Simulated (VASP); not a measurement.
Input:

```xyz
1
Lattice="0.0000 2.0627 2.0627 2.0627 0.0000 2.0627 2.0627 2.0627 0.0000" Properties=species:S:1:pos:R:3 pbc="T T T"
Au     0.0000     0.0000     0.0000
```

All values below come from r2SCAN meta-GGA, VASP's PBE PAW potentials (set 64) (plane waves; VASP). Run with 520 eV cut-off, 17×17×17 Γ-centred mesh, tetrahedra with Blöchl corrections, potentials Au.

Unless said otherwise, spin-orbit coupling is left out, though it shifts the bands of the heavy elements here.

Q: Tabulate the total density of states (states/eV per cell) against energy (eV; zero at the valence-band maximum or, without a gap, the Fermi level).

A: 
```
E (eV) | DOS (states/eV)
    -9.92 |  0.00
    -9.59 |  0.03
    -9.27 | # 0.06
    -8.94 | # 0.08
    -8.50 | # 0.11
    -8.17 | # 0.14
    -7.85 | ## 0.18
    -7.52 | ### 0.27
    -7.19 | ####### 0.67
    -6.86 | ############# 1.29
    -6.54 | ##################### 2.06
    -6.21 | ################# 1.71
    -5.77 | ########### 1.06
    -5.45 | ################### 1.92
    -5.12 | #################### 1.99
    -4.79 | ######################## 2.35
    -4.46 | ############################## 3.00
    -4.13 | ############## 1.43
    -3.81 | ################### 1.86
    -3.48 | ####################### 2.28
    -3.04 | ################ 1.63
    -2.72 | ################# 1.74
    -2.39 | ######################### 2.53
    -2.06 | ############### 1.52
    -1.73 | ### 0.27
    -1.41 | ### 0.26
    -1.08 | ### 0.27
    -0.75 | ### 0.27
    -0.32 | ### 0.27
     0.01 | ### 0.28
     0.34 | ### 0.27
     0.67 | ### 0.27
     0.99 | ### 0.27
     1.32 | ### 0.27
     1.65 | ### 0.27
     1.98 | ### 0.26
     2.41 | ### 0.26
     2.74 | ### 0.26
     3.07 | ### 0.33
     3.40 | #### 0.35
```
Within 2 eV below the Fermi level the largest weight inside VASP's projection spheres is Au d.

The compound is Au in the fcc structure. It was relaxed first.
